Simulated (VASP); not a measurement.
Write the native input for VASP 6.6.1 that does the following.

- Task: single point
- Functional: PBE
- Potentials or basis: VASP PAW PBE potentials, release 64 (P, Sn_d, N)
- Cutoff: 520 eV
- k mesh: 5 × 5 × 3
- Occupations: gaussian, width 0.0193 eV
- Spin: no spin polarisation
- Dipole correction: no
- Further INCAR settings: ALGO = Normal; EDIFF = 1e-07; NBANDS = 33

The structure of SnPN lies in POSCAR:

```
SnPN
1.0
    3.6137850000      0.0000000000      0.0000000000
    0.0000000000      3.6137850000      0.0000000000
    0.0000000000      0.0000000000      7.6506970000
P Sn N
2 2 2
Direct
    0.0000000000      0.5000000000      0.0839000000
    0.5000000000      0.0000000000      0.9161000000
    0.0000000000      0.5000000000      0.6503000000
    0.5000000000      0.0000000000      0.3497000000
    0.0000000000      0.5000000000      0.3300000000
    0.5000000000      0.0000000000      0.6700000000
```

The cell was built by a generator and needn't be a form met in nature.

These files were run (other wordings do the same):

INCAR

```
PREC = Accurate
ENCUT = 520
EDIFF = 1E-7
ISMEAR = 0
SIGMA = 0.0193
LREAL = F
LASPH = T
NELM = 100
ALGO = Normal
ISIF = 2
LWAVE = F
LCHARG = F
GGA = PE
NBANDS = 33
```

KPOINTS

```
regular mesh
0
Gamma
  5 5 3
```

Potentials or basis: VASP PAW PBE potentials, release 64 (P, Sn_d, N).

The run is started by

```bash
$ cat potpaw_PBE.64/P/POTCAR potpaw_PBE.64/Sn_d/POTCAR potpaw_PBE.64/N/POTCAR > POTCAR
$ mpirun -np 1 vasp_std > vasp.out
```

It gave:

```
Pressure               : -1.6 GPa
Largest force          : 1.193 eV/Å
Band gap on the k mesh : none (metal or under the smearing width)
```

Caveat: forces of over 1 eV/Å show positions far from the minimum, so gaps and moduli don't describe the material at rest.

Wall time 36 s on 1 thread of Intel(R) Xeon(R) Platinum 8488C (Sapphire Rapids), with other jobs on the host, peak memory 0.21 GiB.
